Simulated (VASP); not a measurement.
Here is the system:

```yaml
crystal:
  lattice:
    - [3.92482, 0.00000, 0.00000]
    - [0.00000, 3.92482, 0.00000]
    - [0.00000, 0.00000, 5.65824]
  atoms:
    - { symbol: Zn, position: [0.00000, 0.00000, 0.50000] }
    - { symbol: Cd, position: [0.50000, 0.50000, 0.00000] }
    - { symbol: S, position: [0.50000, 0.00000, 0.27598] }
    - { symbol: S, position: [0.00000, 0.50000, 0.72402] }
```

The numbers are results of PBEsol GGA, VASP's PBE PAW potentials (set 64) (plane waves; VASP 6.6.1), not measurements. Run with 400 eV cut-off, 6×6×5 Γ-centred mesh, tetrahedra with Blöchl corrections, potentials Zn Cd S.

The cores are frozen, which limits the accuracy of field gradients.

### Question
Give the principal components of the electric field gradient (V/Å²) and the asymmetry η at each nucleus.

### Answer

```csv
atom,Vxx,Vyy,Vzz,η
Zn1,-7.3,-7.3,14.5,0.00
Cd2,17.4,17.4,-34.8,0.00
S3,11.6,6.1,-17.7,0.31
S4,11.6,6.1,-17.7,0.31
```

The structure comes from a computed database's ZnCdS2 entry (P-4m2); how it stands against other phases isn't given here. It was relaxed first.
